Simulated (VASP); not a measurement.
Input:

```
Dy2S3
1.0
    4.40090     0.00000     0.00000
   -2.20045     3.81129     0.00000
    0.00000     0.00000     6.85727
Dy S
2 3
Direct
  0.33333   0.66667   0.24670
  0.66667   0.33333   0.75330
  0.00000   0.00000   0.00000
  0.33333   0.66667   0.64700
  0.66667   0.33333   0.35300
```

These are PBE GGA, VASP's PBE PAW potentials (set 64) (plane waves; VASP) values and carry that method's errors. Numerical set-up: 400 eV cut-off, 5×5×3 Γ-centred mesh, Gaussian smearing of 0.050 eV, potentials Dy_3 S.

The 4f electrons are frozen in the core of the lanthanide potential, so 4f levels, which can set the real gap, and their magnetism are missing.

### Question
What does the run give for the energy per atom (σ→0), pressure, largest force?

### Answer

- energy per atom (σ→0): -6255 meV/atom
- pressure: 17.2 kbar
- largest force: 0.364 eV/Å

Total energies compare only between runs with the same potentials, cut-off and functional.

The structure was generated: Dy2S3 was put into the A-La2O3 type (P-3m1), which need not be its known phase. The cell was not relaxed at this level.
